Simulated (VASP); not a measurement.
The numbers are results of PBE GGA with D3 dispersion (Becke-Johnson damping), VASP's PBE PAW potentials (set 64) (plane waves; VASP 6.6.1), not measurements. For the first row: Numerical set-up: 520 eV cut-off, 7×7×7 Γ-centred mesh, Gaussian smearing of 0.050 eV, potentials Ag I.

```tsv
system	energy (eV/atom)
AgI (zinc blende)	-2.7074
Ag atom	-0.1994
I atom	-0.1734
```

Atoms are spin-polarised in a large box without symmetry, with the spin fixed by Hund's rule, and may not be in the lowest state of each functional; no zero-point energy is added.  Spin-orbit coupling is left out, which shifts such energies by up to tenths of an eV for the heavy elements here.

Problem. What is the cohesive energy per atom of AgI?

Solution. The references average (1×(-0.1994) + 1×(-0.1734))/2 = -0.1864 eV, so the cohesive energy is -0.1864 − (-2.7074) = 2.521 eV/atom.
